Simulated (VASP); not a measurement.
```yaml
crystal:
  lattice:
    - [4.00063, 0.00000, 0.00000]
    - [0.00000, 4.00063, 0.00000]
    - [0.00000, 0.00000, 4.00063]
  atoms:
    - { symbol: Cu, position: [0.00000, 0.50000, 0.50000] }
    - { symbol: Cu, position: [0.50000, 0.00000, 0.50000] }
    - { symbol: Cu, position: [0.50000, 0.50000, 0.00000] }
    - { symbol: Au, position: [0.00000, 0.00000, 0.00000] }
```

All values below come from vdW-DF2, VASP's PBE PAW potentials (set 64) (plane waves; VASP). Settings: 520 eV cut-off, 8×8×8 Γ-centred mesh, first-order Methfessel-Paxton smearing of 0.10 eV, potentials Cu Au.

Problem. The job: Cu$_{3}$Au (L1_2), 4 atoms, vdW-DF2, static run, 520 eV, 8×8×8 Γ-centred mesh. Roughly how much core time does it take on a busy server core?

Solution. About 2 core-minutes (one run on a shared machine, a rough figure). It had 35 irreducible k-points, 26 bands, up to 1751 plane waves and 17 electronic steps.

The compound is Cu3Au in the L1_2 structure. This cell is one point of a volume scan, at 1.06 of the reference volume.
